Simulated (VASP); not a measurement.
Consider the following.

```yaml
crystal:
  lattice:
    - [0.00000, 2.51493, 2.51493]
    - [2.51493, 0.00000, 2.51493]
    - [2.51493, 2.51493, 0.00000]
  atoms:
    - { symbol: Zn, position: [0.00000, 0.00000, 0.00000] }
    - { symbol: Se, position: [0.25000, 0.25000, 0.25000] }
```

Computed with LDA (Ceperley-Alder, Perdew-Zunger), VASP's LDA PAW potentials (set 64) (plane waves; VASP 6.6.1). Run with 500 eV cut-off, 9×9×9 Γ-centred mesh, Gaussian smearing of 0.050 eV, potentials Zn Se.

Problem. What does the run give for the energy per atom (σ→0), pressure?

Solution. 
```yaml
energy per atom (σ→0): -3.079 eV/atom
pressure: 44.82 GPa
```

The absolute energy has meaning only against runs of the same code, potentials and settings.

The compound is ZnSe in the zinc blende structure. It was relaxed first under an external pressure of 45 GPa.
